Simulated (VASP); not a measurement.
The input files of a VASP run:

File KPOINTS:
```
Automatic
0
Gamma
  3 3 3
```

INCAR:
```
ALGO = Normal
EDIFF = 1E-04
EDIFFG = -0.01
ENCUT = 180
GGA = PE
IBRION = 2
ISIF = 3
ISMEAR = 0
LASPH = .True.
LCHARG = .False.
LMAXMIX = 6
LREAL = .False.
LWAVE = .False.
NELM = 100
NSW = 50
PREC = Accurate
SIGMA = 0.1
SYSTEM = Os
```

File POSCAR:
```
Os
1
    2.7230030000     0.0000000000     0.0000000000
   -1.3615020000     2.3581900000     0.0000000000
    0.0000000000     0.0000000000     8.7612800000
Os
4
Direct
 -0.0128760000  -0.0135480000  -0.0002550000
  0.0344390000   0.0169210000   0.4971350000
  0.3516310000   0.6785570000   0.2526080000
  0.6268060000   0.3180700000   0.7505120000
```

POTCAR, in this order: Os (PBE.64 set). Program: vasp_std.

**Question.** Translate this PBE calculation to Quantum ESPRESSO's pw.x.

**Answer.** One equivalent input (not run):
```
&CONTROL
  calculation = 'vc-relax'
  pseudo_dir = './pseudo'
  outdir = './out'
  tprnfor = .true.
  tstress = .true.
  nstep = 50
  forc_conv_thr = 0.00039
/
&SYSTEM
  ibrav = 0
  nat = 4
  ntyp = 1
  ecutwfc = 74
  occupations = 'smearing'
  smearing = 'gaussian'
  degauss = 0.00735
  input_dft = 'pbe'
/
&ELECTRONS
  conv_thr = 7.3e-06
  electron_maxstep = 100
/
&IONS
/
&CELL
/
ATOMIC_SPECIES
  Os 190.230 Os.upf
CELL_PARAMETERS angstrom
     2.7230030    0.0000000    0.0000000
    -1.3615020    2.3581900    0.0000000
     0.0000000    0.0000000    8.7612800
ATOMIC_POSITIONS crystal
  Os  -0.0128760 -0.0135480 -0.0002550
  Os   0.0344390  0.0169210  0.4971350
  Os   0.3516310  0.6785570  0.2526080
  Os   0.6268060  0.3180700  0.7505120
K_POINTS automatic
  3 3 3 0 0 0
```
The two are equivalent in intent, not identical: the potentials are each code's own (VASP's PAW set, PseudoDojo norm-conserving files in pw.x), so ENCUT and ecutwfc are chosen apart and not converted; conv_thr bounds pw.x's estimated SCF error, while EDIFF bounds the energy change between steps; forc_conv_thr acts on force components and is met together with etot_conv_thr.

The structure was generated: Os was put into an ordered model structure, which need not be its known phase. In the starting cell atoms are displaced from their ideal sites. This run relaxes it. The k-mesh is coarse (spacing up to 0.89 per Å, 2π included), so the numbers may not be converged in it. The run is one of a series of settings (EDIFF = 1E-04, EDIFFG = -0.01, ENCUT = 180, IBRION = 2, ISIF = 3, NSW = 50, KPOINTS 3×3×3 Γ-centred mesh against the base run), some of them coarse on purpose.
